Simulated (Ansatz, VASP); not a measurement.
# Cross-check of SiC between VASP and Ansatz, part 3 of 3

Aim: how closely do two programs agree when they are given the same cell, functional and k mesh? The cell is taken from a series of runs on this material, whose earlier steps may have relaxed, scaled, displaced or heated it; both programs get it as it stands.

VASP 6.6.1 and Ansatz 0.2.0.

So far: The structure; Ansatz: zone-centre phonons, LDA; VASP: zone-centre phonons, LDA.

**3. VASP: zone-centre phonons, LDA (continued)**

Level of this step: LDA; plane waves and PAW (C, Si) (VASP).

Numbers of over 12 decimals in the logs are rounded to 6 here.

Parts of OUTCAR (step 3):

```text
ion  position               nearest neighbor table
   1  0.667  0.333  0.749-   5 1.89   7 1.89   7 1.89   7 1.89
   2  0.333  0.667  0.249-   6 1.89   8 1.89   8 1.89   8 1.89
   3  0.000  0.000  0.500-   7 1.88   6 1.89   6 1.89   6 1.89
   4  0.000  0.000  0.000-   8 1.88   5 1.89   5 1.89   5 1.89
   5  0.667  0.333  0.938-   1 1.89   4 1.89   4 1.89   4 1.89   7 3.07   7 3.07   7 3.07   8 3.07
                             8 3.07   8 3.07
   6  0.333  0.667  0.438-   2 1.89   3 1.89   3 1.89   3 1.89   8 3.07   8 3.07   8 3.07   7 3.07
                             7 3.07   7 3.07
   7  0.000  0.000  0.688-   3 1.88   1 1.89   1 1.89   1 1.89   5 3.07   5 3.07   5 3.07   6 3.07
                             6 3.07   6 3.07
   8  0.000  0.000  0.188-   4 1.88   2 1.89   2 1.89   2 1.89   6 3.07   6 3.07   6 3.07   5 3.07
                             5 3.07   5 3.07

  LATTYP: Found a hexagonal cell.
 ALAT       =     3.0890878129
 C/A-ratio  =     3.2344052647

 Subroutine GETGRP returns: Found 12 space group operations
 (whereof  6 operations were pure point group operations)

The static configuration has the point symmetry C_3v.
 The point group associated with its full space group is C_6v.

 Found     36 irreducible k-points:

   k-points           NKPTS =     36   k-points in BZ     NKDIM =     36   number of bands    NBANDS=     24

   dimension x,y,z NGX =    28 NGY =   28 NGZ =   80
   dimension x,y,z NGXF=    56 NGYF=   56 NGZF=  160

   ENCUT  =  600.0 eV  44.10 Ry    6.64 a.u.   6.17  6.17 19.96*2*pi/ulx,y,z

   NELECT =      32.0000    total number of electrons

 k-points in reciprocal lattice and weights: Automatic mesh
   0.00000000  0.00000000  0.00000000       0.003
   0.11111111  0.00000000  0.00000000       0.019
   0.22222222 -0.00000000  0.00000000       0.019
   0.33333333  0.00000000  0.00000000       0.019
   0.44444444 -0.00000000  0.00000000       0.019
   0.11111111  0.11111111  0.00000000       0.019
   0.22222222  0.11111111  0.00000000       0.037
   0.33333333  0.11111111  0.00000000       0.037
   0.44444444  0.11111111  0.00000000       0.019
[...]
0.33333333  0.22222222  0.50000000       0.037
   0.33333333  0.33333333  0.50000000       0.006

 average (electrostatic) potential at core
       1 -48.9667       2 -48.9667       3 -49.0310       4 -49.0310       5 -81.9277
       6 -81.9277       7 -81.8807       8 -81.8807

   1 f  =   27.386103 THz   172.071959 2PiTHz  913.502064 cm-1   113.259770 meV
             X         Y         Z           dx          dy          dz
      1.544544  0.891743  7.488188    -0.000000    0.000000    0.182099
     -0.000000  1.783486  2.492507    -0.000000    0.000000   -0.182099
      0.000000  0.000000  4.997306    -0.000000    0.000000    0.589760
      0.000000  0.000000  0.001625    -0.000000    0.000000   -0.589760
      1.544544  0.891743  9.373307     0.000000   -0.000000    0.173639
     -0.000000  1.783486  4.377626     0.000000   -0.000000   -0.173639
      0.000000  0.000000  6.876347     0.000000   -0.000000   -0.298115
      0.000000  0.000000  1.880666    -0.000000   -0.000000    0.298115

   2 f  =   27.107150 THz   170.319248 2PiTHz  904.197203 cm-1   112.106115 meV
             X         Y         Z           dx          dy          dz
      1.544544  0.891743  7.488188    -0.000000    0.000000   -0.587307
     -0.000000  1.783486  2.492507     0.000000    0.000000    0.587307
      0.000000  0.000000  4.997306    -0.000000    0.000000    0.183939
      0.000000  0.000000  0.001625     0.000000    0.000000   -0.183939
      1.544544  0.891743  9.373307     0.000000   -0.000000    0.298616
     -0.000000  1.783486  4.377626     0.000000   -0.000000   -0.298616
      0.000000  0.000000  6.876347     0.000000   -0.000000    0.179069
      0.000000  0.000000  1.880666    -0.000000   -0.000000   -0.179069

   3 f  =   24.949225 THz   156.760607 2PiTHz  832.216583 cm-1   103.181659 meV
             X         Y         Z           dx          dy          dz
      1.544544  0.891743  7.488188     0.000000    0.000000   -0.476644
     -0.000000  1.783486  2.492507     0.000000    0.000000   -0.476644
      0.000000  0.000000  4.997306     0.000000    0.000000    0.521879
      0.000000  0.000000  0.001625     0.000000    0.000000    0.521879
      1.544544  0.891743  9.373307    -0.000000   -0.000000   -0.012097
     -0.000000  1.783486  4.377626    -0.000000   -0.000000   -0.012097
      0.000000  0.000000  6.876347    -0.000000   -0.000000   -0.017518
      0.000000  0.000000  1.880666    -0.000000   -0.000000   -0.017518

   4 f  =   23.367799 THz   146.824212 2PiTHz  779.465878 cm-1    96.641409 meV
             X         Y         Z           dx          dy          dz
      1.544544  0.891743  7.488188     0.266219    0.310291   -0.000000
     -0.000000  1.783486  2.492507     0.266219    0.310291   -0.000000
      0.000000  0.000000  4.997306     0.278626    0.324752   -0.000000
      0.000000  0.000000  0.001625     0.278626    0.324752   -0.000000
      1.544544  0.891743  9.373307    -0.180998   -0.210962    0.000000
     -0.000000  1.783486  4.377626    -0.180998   -0.210962    0.000000
      0.000000  0.000000  6.876347    -0.175309   -0.204331    0.000000
      0.000000  0.000000  1.880666    -0.175309   -0.204331    0.000000

   5 f  =   23.367799 THz   146.824212 2PiTHz  779.465878 cm-1    96.641409 meV
             X         Y         Z           dx          dy          dz
      1.544544  0.891743  7.488188     0.310291   -0.266219    0.000000
     -0.000000  1.783486  2.492507     0.310291   -0.266219    0.000000
      0.000000  0.000000  4.997306     0.324752   -0.278626    0.000000
      0.000000  0.000000  0.001625     0.324752   -0.278626    0.000000
      1.544544  0.891743  9.373307    -0.210962    0.180998   -0.000000
     -0.000000  1.783486  4.377626    -0.210962    0.180998   -0.000000
      0.000000  0.000000  6.876347    -0.204331    0.175309   -0.000000
      0.000000  0.000000  1.880666    -0.204331    0.175309   -0.000000

   6 f  =   23.288652 THz   146.326916 2PiTHz  776.825813 cm-1    96.314082 meV
             X         Y         Z           dx          dy          dz
      1.544544  0.891743  7.488188     0.000000    0.000000    0.444761
     -0.000000  1.783486  2.492507     0.000000    0.000000    0.444761
      0.000000  0.000000  4.997306     0.000000    0.000000    0.390807
      0.000000  0.000000  0.001625     0.000000    0.000000    0.390807
      1.544544  0.891743  9.373307    -0.000000   -0.000000   -0.282704
     -0.000000  1.783486  4.377626    -0.000000   -0.000000   -0.282704
      0.000000  0.000000  6.876347    -0.000000   -0.000000   -0.263697
      0.000000  0.000000  1.880666    -0.000000   -0.000000   -0.263697

   7 f  =   23.033138 THz   144.721472 2PiTHz  768.302773 cm-1    95.257360 meV
             X         Y         Z           dx          dy          dz
      1.544544  0.891743  7.488188    -0.309828   -0.361118    0.000000
     -0.000000  1.783486  2.492507     0.309828    0.361118    0.000000
      0.000000  0.000000  4.997306     0.242273    0.282380    0.000000
      0.000000  0.000000  0.001625    -0.242273   -0.282380    0.000000
      1.544544  0.891743  9.373307     0.170298    0.198490   -0.000000
     -0.000000  1.783486  4.377626    -0.170298   -0.198490   -0.000000
      0.000000  0.000000  6.876347     0.168252    0.196105   -0.000000
      0.000000  0.000000  1.880666    -0.168252   -0.196105   -0.000000

   8 f  =   23.033138 THz   144.721472 2PiTHz  768.302773 cm-1    95.257360 meV
             X         Y         Z           dx          dy          dz
      1.544544  0.891743  7.488188    -0.361118    0.309828   -0.000000
     -0.000000  1.783486  2.492507     0.361118   -0.309828   -0.000000
      0.000000  0.000000  4.997306     0.282380   -0.242273   -0.000000
      0.000000  0.000000  0.001625    -0.282380    0.242273   -0.000000
      1.544544  0.891743  9.373307     0.198490   -0.170298    0.000000
     -0.000000  1.783486  4.377626    -0.198490    0.170298    0.000000
      0.000000  0.000000  6.876347     0.196105   -0.168252    0.000000
      0.000000  0.000000  1.880666    -0.196105    0.168252    0.000000

   9 f  =   22.772623 THz   143.084612 2PiTHz  759.612948 cm-1    94.179960 meV
             X         Y         Z           dx          dy          dz
      1.544544  0.891743  7.488188    -0.240022   -0.279756    0.000000
     -0.000000  1.783486  2.492507     0.240022    0.279756    0.000000
      0.000000  0.000000  4.997306    -0.308594   -0.359680    0.000000
      0.000000  0.000000  0.001625     0.308594    0.359680    0.000000
      1.544544  0.891743  9.373307    -0.169755   -0.197857   -0.000000
     -0.000000  1.783486  4.377626     0.169755    0.197857   -0.000000
      0.000000  0.000000  6.876347     0.174190    0.203026   -0.000000
      0.000000  0.000000  1.880666    -0.174190   -0.203026   -0.000000

  10 f  =   22.772623 THz   143.084612 2PiTHz  759.612948 cm-1    94.179960 meV
             X         Y         Z           dx          dy          dz
      1.544544  0.891743  7.488188     0.279756   -0.240022   -0.000000
     -0.000000  1.783486  2.492507    -0.279756    0.240022   -0.000000
      0.000000  0.000000  4.997306     0.359680   -0.308594    0.000000
      0.000000  0.000000  0.001625    -0.359680    0.308594    0.000000
      1.544544  0.891743  9.373307     0.197857   -0.169755    0.000000
     -0.000000  1.783486  4.377626    -0.197857    0.169755   -0.000000
      0.000000  0.000000  6.876347    -0.203026    0.174190   -0.000000
      0.000000  0.000000  1.880666     0.203026   -0.174190   -0.000000

  11 f  =   22.546466 THz   141.663627 2PiTHz  752.069169 cm-1    93.244651 meV
             X         Y         Z           dx          dy          dz
      1.544544  0.891743  7.488188    -0.286242   -0.333625   -0.000000
     -0.000000  1.783486  2.492507    -0.286242   -0.333625   -0.000000
      0.000000  0.000000  4.997306     0.274874    0.320375    0.000000
      0.000000  0.000000  0.001625     0.274874    0.320375   -0.000000
    [... 145 further lines ...]
      0.000000  0.000000  6.876347     0.000000   -0.000000    0.418461
      0.000000  0.000000  1.880666     0.000000   -0.000000    0.418461

 MACROSCOPIC STATIC DIELECTRIC TENSOR IONIC CONTRIBUTION
 ------------------------------------------------------
           3.369143     0.000000     0.000000
           0.000000     3.369143    -0.000000
           0.000000    -0.000000     3.629193
 ------------------------------------------------------

 ELASTIC MODULI CONTR FROM IONIC RELAXATION (kBar)
 Direction    XX          YY          ZZ          XY          YZ          ZX
 --------------------------------------------------------------------------------
 XX        -422.0564    249.2638    197.8264     -0.0000      0.0000     -0.0000
 YY         249.2638   -422.0564    197.8264     -0.0000     -0.0000      0.0000
 ZZ         197.8264    197.8264   -454.3516      0.0000     -0.0000      0.0000
 XY          -0.0000     -0.0000      0.0000   -335.6601     -0.0000     -0.0000
 YZ           0.0000     -0.0000     -0.0000     -0.0000    -85.4294     -0.0000
 ZX          -0.0000      0.0000      0.0000     -0.0000     -0.0000    -91.9315
 --------------------------------------------------------------------------------

 PIEZOELECTRIC TENSOR IONIC CONTR  for field in x, y, z        (C/m^2)
          XX          YY          ZZ          XY          YZ          ZX
  --------------------------------------------------------------------------------
  x     0.00000    -0.00000    -0.00000     0.00000     0.00000     0.52183
  y    -0.00000     0.00000     0.00000     0.00000     0.50270     0.00000
  z     0.52560     0.52560    -1.20669     0.00000    -0.00000     0.00000
```

**4. Differences**

Known differences besides the potentials themselves: the two LDA forms differ slightly; fixed occupations in Ansatz, narrow Gaussian smearing in VASP; VASP's response is taken on the typed mesh, Ansatz refines its own for the field response alone; the cutoff is 420 eV in Ansatz and 600 eV in VASP; VASP's log shows a relativistic correction to its local exchange, Ansatz's none. Total energies have different zeros and are not compared.

Compared:

```csv
quantity,Ansatz,VASP,difference
ε∞ xx,7.03,7.09,-0.91 %
ε∞ yy,7.03,7.09,-0.91 %
ε∞ zz,7.24,7.25,-0.16 %
Born charge of C1 (mean of the diagonal) (e),-2.74,-2.72,-0.01
Born charge of Si5 (mean of the diagonal) (e),2.68,2.66,+0.02
optical mode 1 to 2 (cm⁻¹),191.7,191.6,+0.02 %
optical mode 3 to 4 (cm⁻¹),199.8,199.9,-0.04 %
optical mode 5 to 6 (cm⁻¹),259.0,259.0,-0.01 %
optical mode 7 (cm⁻¹),396.7,397.5,-0.19 %
optical mode 8 (cm⁻¹),405.3,406.1,-0.18 %
optical mode 9 (cm⁻¹),601.4,600.8,+0.11 %
optical mode 10 to 11 (cm⁻¹),751.3,752.1,-0.10 %
optical mode 12 to 13 (cm⁻¹),759.4,759.6,-0.03 %
optical mode 14 to 15 (cm⁻¹),768.1,768.3,-0.03 %
optical mode 16 (cm⁻¹),776.7,776.8,-0.01 %
optical mode 17 to 18 (cm⁻¹),779.0,779.5,-0.06 %
optical mode 19 (cm⁻¹),831.6,832.2,-0.07 %
optical mode 20 (cm⁻¹),904.4,904.2,+0.02 %
optical mode 21 (cm⁻¹),913.8,913.5,+0.03 %
```

Modes are paired by rising frequency, not by their patterns, so a pair may set unlike modes beside each other; they are those without the splitting of longitudinal modes.

**5. Summary of results**

| Item | Value |
| --- | --- |
| r.m.s. difference of the optical zone-centre modes, each program's sorted by frequency (zone-centre phonons, LDA) | 0.43 cm⁻¹ |
| difference in ε∞ xx (zone-centre phonons, LDA) | -0.9 % |

What this shows: The r.m.s. difference of the optical zone-centre modes, each program's sorted by frequency is 0.43 cm⁻¹ (zone-centre phonons, LDA). Among the rows given in per cent, the largest difference of the zone-centre phonons, LDA pair is in ε∞ xx, -0.9 %. How closely two codes agree says nothing of how well the functional describes the real material.

[Lines on the potential files, build, host, timing and source positions are cut from VASP's logs without a mark.]

[Logs are printed without paths, hosts, clocks, repeated set-up lines and the standing remarks that a program may print on its own settings, such as how far it seeks lower states.]

[Hosts, paths, dates, database ids (printed as entryN), source tags and the programs' standing remarks are cut or masked in the printed files.]
